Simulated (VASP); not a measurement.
OSZICAR of a VASP run on MoSb (relaxed from the rock salt structure, space group Fm-3m):

**OSZICAR**
```
       N       E                     dE             d eps       ncg     rms          rms(c)
DAV:   1     0.615982168989E+02    0.61598E+02   -0.84844E+03  2376   0.112E+03
DAV:   2    -0.536246507763E+02   -0.11522E+03   -0.11321E+03  2719   0.311E+02
DAV:   3    -0.565248029853E+02   -0.29002E+01   -0.28360E+01  2672   0.468E+01
DAV:   4    -0.565568734186E+02   -0.32070E-01   -0.31981E-01  2404   0.576E+00
DAV:   5    -0.565574252165E+02   -0.55180E-03   -0.55183E-03  2611   0.779E-01    0.128E+01
DAV:   6    -0.498504411852E+02    0.67070E+01   -0.46599E+00  2319   0.236E+01    0.263E+00
DAV:   7    -0.499930755948E+02   -0.14263E+00   -0.85935E-01  2369   0.851E+00    0.243E+00
DAV:   8    -0.500734858707E+02   -0.80410E-01   -0.25447E-01  2259   0.402E+00    0.104E+00
DAV:   9    -0.501074422702E+02   -0.33956E-01   -0.23619E-02  2409   0.153E+00    0.252E-01
DAV:  10    -0.501124066146E+02   -0.49643E-02   -0.14844E-02  2254   0.110E+00    0.580E-02
DAV:  11    -0.501128665312E+02   -0.45992E-03   -0.79709E-04  2439   0.246E-01    0.499E-02
DAV:  12    -0.501128995536E+02   -0.33022E-04   -0.11935E-04  2309   0.101E-01    0.219E-02
DAV:  13    -0.501128341529E+02    0.65401E-04   -0.23061E-04  2374   0.147E-01    0.168E-02
DAV:  14    -0.501129330168E+02   -0.98864E-04   -0.13617E-04  2269   0.111E-01    0.449E-03
DAV:  15    -0.501129380629E+02   -0.50461E-05   -0.26148E-06  2594   0.177E-02    0.150E-03
DAV:  16    -0.501129364514E+02    0.16115E-05   -0.63645E-07  2219   0.922E-03    0.981E-04
DAV:  17    -0.501129370081E+02   -0.55678E-06   -0.44430E-08  1157   0.259E-03    0.441E-04
DAV:  18    -0.501129369002E+02    0.10792E-06   -0.99287E-09  1147   0.939E-04    0.271E-04
DAV:  19    -0.501129369315E+02   -0.31283E-07   -0.18353E-09  1117   0.425E-04
   1 F= -.50112937E+02 E0= -.50112937E+02  d E =0.000000E+00
       N       E                     dE             ncg
```

Task: Which electronic solver shows in the log?

Result: It is blocked Davidson (ALGO = Normal, or the opening steps of other solvers). The INCAR had ALGO = Normal.

Task: Can the final energy be trusted as converged?

Result: Self-consistency was reached. It stopped with EDIFF = 1E-7, NELM = 100 (r2SCAN meta-GGA, plane waves, VASP's PBE PAW potentials (set 64)).

The structure was generated: MoSb was put into the rock salt type (Fm-3m), which need not be its known phase. It was relaxed first, which changed the volume by -35 %. The electron count is odd and the run is not spin-polarised, which forces a metal.
